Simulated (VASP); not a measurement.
These are LDA (Ceperley-Alder, Perdew-Zunger), VASP's LDA PAW potentials (set 64) (plane waves; VASP 6.6.1) values and carry that method's errors.

A VASP calculation is set up with these files.

**INCAR**
```
SYSTEM=Ni3Al
PREC=Accurate; ENCUT=300; LREAL=.FALSE.
LASPH=.TRUE.
EDIFF=1E-6; NELM=100; ALGO=Normal
LMAXMIX=4
ISMEAR=0; SIGMA=0.1
MAGMOM=0.0 3*0.5
ISPIN=2
ISIF=2
LWAVE=.FALSE.; LCHARG=.FALSE.; LORBIT=11
```

File POSCAR:
```
Ni3Al
7.140
  0.5000000000   0.0000000000   0.0000000000
  0.0000000000   0.5000000000   0.0000000000
  0.0000000000   0.0000000000   0.5000000000
Al Ni
1 3
direct
  0.0000000000   0.0000000000   0.0000000000
  0.0000000000   0.5000000000   0.5000000000
  0.5000000000   0.0000000000   0.5000000000
  0.5000000000   0.5000000000   0.0000000000
```

### KPOINTS
```
Automatic mesh
0
Gamma
6 6 6
0 0 0
```

POTCAR, in this order: Al Ni (LDA.64 set). Program: vasp_std.

At this cut-off the stress carries a Pulay error, which pulls relaxed volumes low. Gaps are read on the run's mesh, which can miss a band edge.

### Question
Predict the energy per atom (σ→0), cell moment, pressure, band gap (on the k-mesh).

### Answer

```yaml
energy per atom (σ→0): -6.426 eV/atom
cell_moment: 0.60 μB
band gap (on the k-mesh): none (metal, semimetal or under 0.01 eV)
pressure: -13.88 GPa
```

File OSZICAR:
```
...
DAV:   7    -0.257695344760E+02    0.53755E+01   -0.20528E+01  1878   0.697E+01    0.236E+00
DAV:   8    -0.257417221426E+02    0.27812E-01   -0.44820E-01  1750   0.479E+00    0.140E+00
DAV:   9    -0.257157779713E+02    0.25944E-01   -0.37080E-02  2264   0.257E+00    0.514E-01
DAV:  10    -0.257149653992E+02    0.81257E-03   -0.15693E-03  1926   0.412E-01    0.240E-01
DAV:  11    -0.257149565414E+02    0.88578E-05   -0.10036E-03  2078   0.458E-01    0.108E-01
DAV:  12    -0.257149635150E+02   -0.69736E-05   -0.12866E-04  2122   0.133E-01    0.375E-02
DAV:  13    -0.257149637885E+02   -0.27342E-06   -0.74308E-06  1756   0.304E-02
   1 F= -.25714964E+02 E0= -.25702886E+02  d E =-.241554E-01  mag=     0.6043
```

The structure is a typed Ni3Al crystal. The cell was not relaxed at this level. The run is one of a series of settings (KPOINTS 6×6×6 Γ-centred mesh against the base run), some of them coarse on purpose.
